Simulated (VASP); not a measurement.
Input:

```
CELL_PARAMETERS angstrom
      3.92034     0.00000     0.00000
      0.00000     3.92034     0.00000
      0.00000     0.00000     3.92034
ATOMIC_POSITIONS crystal
  Pd 0.00000 0.00000 0.00000
  Pd 0.50000 0.50000 0.00000
  Pd 0.50000 0.00000 0.50000
  Au 0.00000 0.50000 0.50000
```

The numbers are results of PBEsol GGA, VASP's PBE PAW potentials (set 64) (plane waves; VASP), not measurements. Settings: 400 eV cut-off, 9×9×9 Γ-centred mesh, tetrahedra with Blöchl corrections, potentials Pd Au.

The cores are frozen, which limits the accuracy of field gradients.

Q: Give the principal components of the electric field gradient (V/Å²) and the asymmetry η at each nucleus.

A: 
| atom | Vxx | Vyy | Vzz | η |
|---|---|---|---|---|
| Pd1 | -15.0 | -15.0 | 30.1 | 0.00 |
| Pd2 | -15.0 | -15.0 | 30.1 | 0.00 |
| Pd3 | -15.0 | -15.0 | 30.1 | 0.00 |
| Au4 | 0.0 | 0.0 | 0.0 | - |

The structure was generated: AuPd3 was put into an ordered model structure (Pm-3m), which need not be its known phase. It was relaxed first.
